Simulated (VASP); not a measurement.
Here is the system:

```
Cs
1.0
   -2.95645     2.95645     2.95645
    2.95645    -2.95645     2.95645
    2.95645     2.95645    -2.95645
Cs
1
Direct
  0.00000   0.00000   0.00000
```

Computed with optB88-vdW, VASP's PBE PAW potentials (set 64) (plane waves; VASP). Numerical set-up: 520 eV cut-off, 9×9×9 Γ-centred mesh, first-order Methfessel-Paxton smearing of 0.10 eV, potentials Cs_sv.

Problem. Give the energy at these volumes per atom, relative to the lowest: 95.97, 99.03, 102.10, 105.16, 108.22 Å³.

Solution. 4.2, 1.3, 0.0, 0.1, 1.5 meV/atom. A third-order Birch-Murnaghan fit gives B0 = 2.4 GPa and B0′ = 3.0.

Measured: bulk modulus 2.1 GPa at 0 K (computed value off by +11.4 %), as given by H. Levämäki et al., Physical Review B (2014), arXiv:1402.3671 [corrected for temperature and zero-point phonon effects]; a 6.039 Å at 0 K (computed value off by -2.1 %), as given by Gábor I. Csonka et al., Physical Review B (2009), arXiv:0903.4037 [low-temperature or extrapolated to 0 K; zero-point anharmonic expansion removed].

The compound is Cs in the bcc structure. It was relaxed first, which changed the volume by -9 %.
